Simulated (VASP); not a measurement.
Here is the system:

```yaml
crystal:
  lattice:
    - [-1.47602, 1.47602, 1.47602]
    - [1.47602, -1.47602, 1.47602]
    - [1.47602, 1.47602, -1.47602]
  atoms:
    - { symbol: V, position: [0.00000, 0.00000, 0.00000] }
```

Level of theory: revPBE GGA, VASP's PBE PAW potentials (set 64) (plane waves; VASP). Run with 520 eV cut-off, 17×17×17 Γ-centred mesh, first-order Methfessel-Paxton smearing of 0.10 eV, potentials V_sv.

Question: Give the stress tensor in GPa (positive for a compressed cell).

Answer: 
```
12.68   0.00   0.00
 0.00  12.68   0.00
 0.00   0.00  12.68
```
The pressure is its mean diagonal, 12.68 GPa.

The compound is V in the bcc structure. This cell is one point of a volume scan, at 0.94 of the reference volume. The run is not spin-polarised, so no magnetic state was tried.
